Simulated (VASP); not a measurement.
All values below come from optB88-vdW, VASP's PBE PAW potentials (set 64) (plane waves; VASP).

VASP ran on this input.

KPOINTS:
```
Regular mesh
0
Gamma
  16 16 8
0 0 0
```

**INCAR**
```
SYSTEM = Zn
PREC = Accurate; ENCUT = 520; LREAL = .False.
LASPH = .True.
EDIFF = 1E-7; NELM = 100; ALGO = Normal
LMAXMIX = 4
ISMEAR = 1; SIGMA = 0.1
GGA = BO; LUSE_VDW = .True.; AGGAC = 0.0
PARAM1 = 0.1833333333; PARAM2 = 0.22
IBRION = 2; NSW = 30; ISIF = 4
EDIFFG = -0.01
LWAVE = .False.; LCHARG = .False.
```

POSCAR:
```
Zn
1
    1.3584446511    -2.3528955916     0.0000000000
    1.3584446511     2.3528955916     0.0000000000
    0.0000000000     0.0000000000     5.0542579522
Zn
2
Direct
  0.3333330000   0.6666670000   0.2500000000
  0.6666670000   0.3333330000   0.7500000000
```

POTCAR, in this order: Zn (PBE.64 set). Program: vasp_std.

Output of the run:

File OUTCAR:
```
 ion  position               nearest neighbor table
   1  0.333  0.667  0.250-   2 2.97   2 2.97   2 2.97   2 2.97   2 2.97   2 2.97
   2  0.667  0.333  0.750-   1 2.97   1 2.97   1 2.97   1 2.97   1 2.97   1 2.97
  LATTYP: Found a hexagonal cell.
 ALAT       =     2.7168896803
 C/A-ratio  =     1.8603103353
 Subroutine PRICEL returns:
 Original cell was already a primitive cell.
 Subroutine GETGRP returns: Found 24 space group operations
The static configuration has the point symmetry D_3d.
 The point group associated with its full space group is D_6h.
The dynamic configuration has the point symmetry D_3d.
 Subroutine INISYM returns: Found 24 space group operations
 Subroutine IBZKPT returns following result:
 Found    150 irreducible k-points:

 Following reciprocal coordinates:
            Coordinates               Weight
  0.000000  0.000000  0.000000      1.000000
  0.062500 -0.000000  0.000000      6.000000
  0.125000 -0.000000  0.000000      6.000000
  0.187500 -0.000000  0.000000      6.000000
  0.250000 -0.000000  0.000000      6.000000
  0.312500  0.000000  0.000000      6.000000
  0.375000 -0.000000  0.000000      6.000000
...
```

**OSZICAR**
```
       N       E                     dE             d eps       ncg     rms          rms(c)
DAV:   1     0.104485240731E+03    0.10449E+03   -0.12879E+04  4864   0.232E+03
DAV:   2     0.707849582009E+01   -0.97407E+02   -0.96002E+02  4896   0.303E+02
DAV:   3     0.406947069028E+01   -0.30090E+01   -0.30054E+01  6056   0.646E+01
DAV:   4     0.405988116095E+01   -0.95895E-02   -0.95891E-02  5648   0.379E+00
DAV:   5     0.405986620148E+01   -0.14959E-04   -0.14959E-04  5912   0.123E-01    0.326E+00
DAV:   6     0.419265574218E+01    0.13279E+00   -0.65014E-01  4944   0.172E+01    0.247E+00
DAV:   7     0.419957517902E+01    0.69194E-02   -0.20787E-02  5744   0.252E+00    0.126E+00
DAV:   8     0.420249932419E+01    0.29241E-02   -0.25623E-03  5424   0.728E-01    0.443E-02
DAV:   9     0.420241601900E+01   -0.83305E-04   -0.32649E-04  5928   0.220E-01    0.315E-02
DAV:  10     0.420240506744E+01   -0.10952E-04   -0.26792E-05  5480   0.613E-02    0.407E-03
DAV:  11     0.420240529142E+01    0.22397E-06   -0.19461E-07  5000   0.559E-03    0.179E-03
DAV:  12     0.420240545069E+01    0.15927E-06   -0.15498E-07  4312   0.387E-03    0.184E-04
DAV:  13     0.420240543140E+01   -0.19293E-07   -0.52094E-09  2824   0.868E-04
   1 F= 0.42024054E+01 E0= 0.42023454E+01  d E =0.420241E+01
       N       E                     dE             d eps       ncg     rms          rms(c)
DAV:   1     0.418661601744E+01   -0.15789E-01   -0.29199E-01  5560   0.520E+00    0.735E-01
DAV:   2     0.419541281154E+01    0.87968E-02   -0.84712E-03  5168   0.178E+00    0.444E-01
DAV:   3     0.420029958784E+01    0.48868E-02   -0.62846E-03  6664   0.138E+00    0.449E-02
DAV:   4     0.420023493910E+01   -0.64649E-04   -0.83735E-04  4968   0.351E-01    0.331E-02
DAV:   5     0.420023618785E+01    0.12487E-05   -0.12027E-05  5872   0.730E-02    0.501E-03
DAV:   6     0.420023656510E+01    0.37725E-06   -0.13690E-06  5336   0.220E-02    0.221E-03
DAV:   7     0.420023661005E+01    0.44949E-07   -0.89452E-08  2880   0.370E-03
   2 F= 0.42002366E+01 E0= 0.42000463E+01  d E =-.216882E-02
       N       E                     dE             d eps       ncg     rms          rms(c)
DAV:   1     0.415935083958E+01   -0.40886E-01   -0.84931E-01  5568   0.887E+00    0.125E+00
DAV:   2     0.418500444039E+01    0.25654E-01   -0.24888E-02  5176   0.292E+00    0.754E-01
DAV:   3     0.419901627396E+01    0.14012E-01   -0.18552E-02  6520   0.227E+00    0.765E-02
DAV:   4     0.419883847184E+01   -0.17780E-03   -0.23423E-03  5040   0.583E-01    0.552E-02
DAV:   5     0.419884259711E+01    0.41253E-05   -0.38208E-05  5856   0.131E-01    0.103E-02
DAV:   6     0.419884396373E+01    0.13666E-05   -0.55092E-06  5400   0.461E-02    0.279E-03
DAV:   7     0.419884407306E+01    0.10933E-06   -0.26077E-07  4488   0.490E-03    0.611E-04
DAV:   8     0.419884404906E+01   -0.23996E-07   -0.32102E-08  2528   0.297E-03
   3 F= 0.41988440E+01 E0= 0.41988575E+01  d E =-.356138E-02
       N       E                     dE             d eps       ncg     rms          rms(c)
DAV:   1     0.419556064223E+01   -0.32834E-02   -0.68111E-02  5560   0.251E+00    0.351E-01
DAV:   2     0.419756575759E+01    0.20051E-02   -0.19208E-03  5144   0.844E-01    0.212E-01
DAV:   3     0.419864706629E+01    0.10813E-02   -0.14066E-03  6520   0.632E-01    0.214E-02
DAV:   4     0.419863346642E+01   -0.13600E-04   -0.18390E-04  5008   0.165E-01    0.149E-02
DAV:   5     0.419863381208E+01    0.34566E-06   -0.24884E-06  5912   0.348E-02    0.213E-03
DAV:   6     0.419863389704E+01    0.84960E-07   -0.29480E-07  3968   0.103E-02
   4 F= 0.41986339E+01 E0= 0.41987545E+01  d E =-.377153E-02
       N       E                     dE             d eps       ncg     rms          rms(c)
DAV:   1     0.418560089448E+01   -0.13033E-01   -0.27228E-01  5544   0.503E+00    0.701E-01
DAV:   2     0.419366033680E+01    0.80594E-02   -0.77361E-03  5160   0.165E+00    0.422E-01
DAV:   3     0.419797396952E+01    0.43136E-02   -0.56792E-03  6448   0.124E+00    0.438E-02
DAV:   4     0.419791943256E+01   -0.54537E-04   -0.73238E-04  4976   0.327E-01    0.304E-02
DAV:   5     0.419792111133E+01    0.16788E-05   -0.11360E-05  5920   0.731E-02    0.473E-03
DAV:   6     0.419792151686E+01    0.40553E-06   -0.15591E-06  5184   0.241E-02    0.150E-03
DAV:   7     0.419792154762E+01    0.30766E-07   -0.10599E-07  2792   0.443E-03
   5 F= 0.41979215E+01 E0= 0.41980976E+01  d E =-.448388E-02
       N       E                     dE             d eps       ncg     rms          rms(c)
DAV:   1     0.414618658165E+01   -0.51735E-01   -0.10894E+00  5568   0.101E+01    0.140E+00
DAV:   2     0.417915684358E+01    0.32970E-01   -0.31422E-02  5160   0.317E+00    0.844E-01
DAV:   3     0.419678199818E+01    0.17625E-01   -0.24274E-02  6360   0.243E+00    0.886E-02
DAV:   4     0.419655725827E+01   -0.22474E-03   -0.29327E-03  5032   0.642E-01    0.632E-02
DAV:   5     0.419656392319E+01    0.66649E-05   -0.55101E-05  5880   0.147E-01    0.124E-02
DAV:   6     0.419656636422E+01    0.24410E-05   -0.98273E-06  5384   0.623E-02    0.282E-03
DAV:   7     0.419656650392E+01    0.13971E-06   -0.42316E-07  5080   0.600E-03    0.693E-04
DAV:   8     0.419656646573E+01   -0.38197E-07   -0.37728E-08  2648   0.309E-03
   6 F= 0.41965665E+01 E0= 0.41965112E+01  d E =-.583897E-02
       N       E                     dE             d eps       ncg     rms          rms(c)
DAV:   1     0.399440613367E+01   -0.20216E+00   -0.43563E+00  5648   0.202E+01    0.279E+00
DAV:   2     0.412903021928E+01    0.13462E+00   -0.13197E-01  5152   0.584E+00    0.168E+00
DAV:   3     0.420087188774E+01    0.71842E-01   -0.10618E-01  6112   0.464E+00    0.196E-01
DAV:   4     0.420005427154E+01   -0.81762E-03   -0.11392E-02  5072   0.124E+00    0.140E-01
DAV:   5     0.420010581089E+01    0.51539E-04   -0.22451E-04  5696   0.252E-01    0.198E-02
DAV:   6     0.420011317015E+01    0.73593E-05   -0.32851E-05  5472   0.111E-01    0.414E-03
DAV:   7     0.420011341214E+01    0.24199E-06   -0.18730E-06  5760   0.169E-02    0.138E-03
DAV:   8     0.420011329283E+01   -0.11931E-06   -0.89759E-08  3176   0.376E-03    0.368E-04
DAV:   9     0.420011327241E+01   -0.20414E-07   -0.86102E-09  2608   0.133E-03
   7 F= 0.42001133E+01 E0= 0.42005848E+01  d E =-.229216E-02
       N       E                     dE             d eps       ncg     rms          rms(c)
DAV:   1     0.408339707520E+01   -0.11672E+00   -0.24289E+00  5632   0.151E+01    0.209E+00
DAV:   2     0.415753298963E+01    0.74136E-01   -0.63067E-02  5296   0.440E+00    0.126E+00
DAV:   3     0.419662681417E+01    0.39094E-01   -0.53647E-02  6376   0.366E+00    0.138E-01
DAV:   4     0.419611891784E+01   -0.50790E-03   -0.69579E-03  5120   0.102E+00    0.948E-02
DAV:   5     0.419613850076E+01    0.19583E-04   -0.96489E-05  5800   0.175E-01    0.226E-02
DAV:   6     0.419614149849E+01    0.29977E-05   -0.60595E-06  6384   0.631E-02    0.279E-03
DAV:   7     0.419614154716E+01    0.48673E-07   -0.19340E-06  5576   0.208E-02    0.167E-03
DAV:   8     0.419614160076E+01    0.53599E-07   -0.12206E-07  2688   0.626E-03
   8 F= 0.41961416E+01 E0= 0.41960179E+01  d E =-.626383E-02
```

File OUTCAR:
```
------------------------ aborting loop because EDIFF is reached ----------------------------------------
  FORCE on cell =-STRESS in cart. coord.  units (eV):
  Direction    XX          YY          ZZ          XY          YZ          ZX
  --------------------------------------------------------------------------------------
  Total       -0.4658404     -0.4658405     -0.4385305      0.0000000      0.0000000      0.0000000
  in kB      -23.1001986    -23.1002046    -21.7459478      0.0000000      0.0000000      0.0000000
  external PRESSURE =     -22.6487837 kB  Pullay stress =       0.0000000 kB
  volume of cell :       32.31
      direct lattice vectors                 reciprocal lattice vectors
     1.327549689 -2.299383811  0.000000000     0.376633737 -0.217449561  0.000000000
     1.327549689  2.299383811 -0.000000000     0.376633737  0.217449561  0.000000000
    -0.000000000  0.000000000  5.292242699    -0.000000000  0.000000000  0.188955809
 POSITION                                       TOTAL-FORCE (eV/Angst)
 -----------------------------------------------------------------------------------
      1.32755      0.76646      1.32306        -0.000000      0.000000      0.000000
      1.32755     -0.76646      3.96918         0.000000     -0.000000     -0.000000
 -----------------------------------------------------------------------------------
    total drift:                                0.000013      0.000080      0.000003
  FREE ENERGIE OF THE ION-ELECTRON SYSTEM (eV)
  ---------------------------------------------------
  free  energy   TOTEN  =         4.1961416008 eV

  energy  without entropy=        4.1957706038  energy(sigma->0) =        4.19601794

 reached required accuracy - stopping structural energy minimisation
```
(Selected blocks of OUTCAR.)

File CONTCAR:
```
Zn
   1.00000000000000
     1.3275496893022927   -2.2993838108469884    0.0000000000000000
     1.3275496893022927    2.2993838108469884   -0.0000000000000000
    -0.0000000000000000    0.0000000000000000    5.2922426990176588
  Zn
     2
Direct
     0.3333330000000032    0.6666669999999968    0.2500000000000000
     0.6666669999999968    0.3333330000000032    0.7500000000000000
```

**OUTCAR**
```
 val. band max:        2.4720252365   @ k =   0.3750   0.1250   0.1250

 cond. band min:       2.5502535237   @ k =   0.3125   0.0000   0.0000


 Fermi energy:         2.4770123349

 k-point     1 :       0.0000    0.0000    0.0000
  band No.  band energies     occupation
      1      -7.3951      2.00000
      2      -6.0685      2.00000
      3      -5.4324      2.00000
      4      -5.1666      2.00000
      5      -5.1666      2.00000
      6      -5.1369      2.00000
      7      -5.1369      2.00000
      8      -4.7571      2.00000
      9      -4.7571      2.00000
     10      -4.6296      2.00000
     11      -4.6296      2.00000
     12      -1.3946      2.00000
     13      -0.9270      2.00000
     14      13.3563      0.00000
     15      17.4540      0.00000
     16      20.4527      0.00000

 k-point     2 :       0.0625   -0.0000    0.0000
  band No.  band energies     occupation
      1      -7.2773      2.00000
      2      -6.0142      2.00000
      3      -5.4181      2.00000
      4      -5.1800      2.00000
      5      -5.1499      2.00000
      6      -5.1394      2.00000
      7      -5.1105      2.00000
      8      -4.7819      2.00000
      9      -4.7659      2.00000
     10      -4.6855      2.00000
     11      -4.6301      2.00000
     12      -1.3334      2.00000
     13      -0.7546      2.00000
     14      13.4833      0.00000
     15      17.4467      0.00000
     16      18.5262      0.00000

 k-point     3 :       0.1250   -0.0000    0.0000
  band No.  band energies     occupation
      1      -6.9309      2.00000
      2      -5.8711      2.00000
      3      -5.3815      2.00000
      4      -5.2110      2.00000
      5      -5.1743      2.00000
      6      -5.0612      2.00000
      7      -5.0345      2.00000
      8      -4.8805      2.00000
      9      -4.7951      2.00000
     10      -4.7900      2.00000
     11      -4.6326      2.00000
     12      -1.1374      2.00000
     13      -0.2685      2.00000
...
```

The compound is Zn in the hcp structure. This cell is one point of a volume scan, at 1.06 of the reference volume. Symmetry was kept, so distortions that lower it aren't found.
